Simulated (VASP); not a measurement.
# ZnO: band structure with r2SCAN

**Experimental background.**

“Electronic structure of alkaline earth and post-transition metal oxides”, 2009, arxiv:0908.1581 quotes, for a bulk crystal of ZnO: band gap 3.37 eV.

ZnO:

```
CELL_PARAMETERS angstrom
3.24340 0.00000 0.00000
-1.62170 2.80887 0.00000
0.00000 0.00000 5.22109
ATOMIC_POSITIONS crystal
Zn 0.33333 0.66667 0.49942
Zn 0.66667 0.33333 0.99942
O 0.66667 0.33333 0.37959
O 0.33333 0.66667 0.87959
```

```json
{
  "Program": "VASP 6.6.1",
  "Task": "band structure",
  "Functional": "r2SCAN",
  "Potentials or basis": "VASP PAW PBE potentials, release 64 (Zn, O)",
  "Cutoff": "520 eV",
  "k mesh": "12 × 12 × 6",
  "Occupations": "gaussian, width 0.02 eV",
  "Spin": "no spin polarisation",
  "Further INCAR settings": "ALGO = Normal; EDIFF = 1e-07"
}
```

The pressure is 0.0 GPa. The band gap on the k mesh is 1.22 eV, direct. The band gap along the path is 1.22 eV, direct.

Levels at the corners of the path, in eV from the valence-band top:
| point | band 15 | band 16 | band 17 | band 18 | band 19 | band 20 | band 21 | band 22 |
| --- | --- | --- | --- | --- | --- | --- | --- | --- |
| Γ | -0.81 | -0.10 | 0.00 | 0.00 | 1.22 | 5.84 | 8.81 | 13.69 |
| M | -2.85 | -2.31 | -1.30 | -0.86 | 6.40 | 7.35 | 8.08 | 9.27 |
| M | -2.85 | -2.31 | -1.30 | -0.86 | 6.40 | 7.35 | 8.08 | 9.27 |
| K | -3.56 | -1.94 | -1.94 | -1.76 | 8.12 | 8.41 | 8.41 | 8.66 |
| K | -3.56 | -1.94 | -1.94 | -1.76 | 8.12 | 8.41 | 8.41 | 8.66 |
| Γ | -0.81 | -0.10 | 0.00 | 0.00 | 1.22 | 5.84 | 8.81 | 13.69 |
| Γ | -0.81 | -0.10 | 0.00 | 0.00 | 1.22 | 5.84 | 8.81 | 13.69 |
| A | -0.40 | -0.40 | -0.40 | -0.40 | 3.92 | 3.92 | 10.80 | 10.80 |
| A | -0.40 | -0.40 | -0.40 | -0.40 | 3.92 | 3.92 | 10.80 | 10.80 |
| L | -1.54 | -1.54 | -1.40 | -1.40 | 6.24 | 6.24 | 9.14 | 9.14 |
| L | -1.54 | -1.54 | -1.40 | -1.40 | 6.24 | 6.24 | 9.14 | 9.14 |
| H | -2.73 | -2.73 | -1.27 | -1.27 | 8.50 | 8.50 | 8.67 | 8.67 |
| H | -2.73 | -2.73 | -1.27 | -1.27 | 8.50 | 8.50 | 8.67 | 8.67 |
| A | -0.40 | -0.40 | -0.40 | -0.40 | 3.92 | 3.92 | 10.80 | 10.80 |
| L | -1.54 | -1.54 | -1.40 | -1.40 | 6.24 | 6.24 | 9.14 | 9.14 |
| M | -2.85 | -2.31 | -1.30 | -0.86 | 6.40 | 7.35 | 8.08 | 9.27 |
| K | -3.56 | -1.94 | -1.94 | -1.76 | 8.12 | 8.41 | 8.41 | 8.66 |
| H | -2.73 | -2.73 | -1.27 | -1.27 | 8.50 | 8.50 | 8.67 | 8.67 |

Run time: 6.6 min on 1 thread of Intel(R) Xeon(R) Platinum 8375C CPU @ 2.90GHz (Ice Lake), with other jobs on the host, peak memory 0.25 GiB.

A measured gap of ZnO is 3.37 eV (quoted in “Electronic structure of alkaline earth and post-transition metal oxides”, 2009, arxiv:0908.1581); the calculated 1.22 eV misses it by -2.15 eV. So large a miss can be the level of theory's own, or it may mean another phase, state or a wrong row. The value is that of r2SCAN, without temperature or zero-point motion.

Caveat: the PAW data sets were made with another functional, which shifts forces and pressure a little.
